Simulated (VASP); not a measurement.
A cell of InSb (zinc blende) near equilibrium:

```
InSb
1.0
    0.00000     3.25920     3.25920
    3.25920     0.00000     3.25920
    3.25920     3.25920     0.00000
In Sb
1 1
Cartesian
  6.51840   6.51840   6.51840
  1.62960   1.62960   1.62960
```

Calculation: PBEsol GGA, VASP's PBE PAW potentials (set 64) (plane waves; VASP).

```
run               ΔE (meV/atom)    σxx    σyy    σzz  largest shear component, with its sign (GPa)
----------------  -------------  -----  -----  -----  --------------------------------------------
as it is                    0.0   0.04   0.04   0.04                                          0.00
after one change            4.1  -1.29  -0.89  -1.29                                          0.00
```
Stress is in GPa, positive when the cell is compressed.

Problem. Name the change that produced these shifts.
A) biaxial strain of +0.5 % in the xz plane
B) uniaxial strain of -0.5 % along y
C) biaxial strain of +1.5 % in the xz plane
D) isotropic strain of -1.0 %

Solution. C, biaxial strain of +1.5 % in the xz plane

The compound is InSb in the zinc blende structure.
